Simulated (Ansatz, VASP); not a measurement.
**One calculation of Cu3C, two programs**

```xyz
4
Lattice="3.8376 0.0000 0.0000 0.0000 3.8376 0.0000 0.0000 0.0000 3.8376" Properties=species:S:1:pos:R:3 pbc="T T T"
Cu    1.9188    0.0000    0.0000
Cu    0.0000    1.9188    0.0000
Cu    0.0000    0.0000    1.9188
C     0.0000    0.0000    0.0000
```

Change from the starting cell: species swapped into the Cu3N type (Pm-3m, No. 221).

Alike in both runs: functional PBE; k mesh 5 × 5 × 5; occupations gaussian, width 0.2 eV; no spin polarisation.

Ansatz relaxed the structure, and its values are those at the end. VASP's run is a single point on that final structure, the one shown.

```csv
,VASP,Ansatz
version,VASP 6.6.1,Ansatz 0.2.0
potentials or method,"VASP PAW PBE potentials, release 64 (Cu, C)","scalar-relativistic, plane waves, PAW"
plane-wave cutoff (eV),520,420
valence electrons in the cell,37,61
```

|  | VASP | Ansatz | Ansatz less VASP |
| --- | --- | --- | --- |
| gap on the k mesh at the Fermi level (eV) | none | none | - |
| pressure (GPa) | 0.6 | 0.1 | -0.53 |

A gap of «none» marks a metal or a gap that the smearing closes. The two sets of potentials don't hold the same shells in valence.
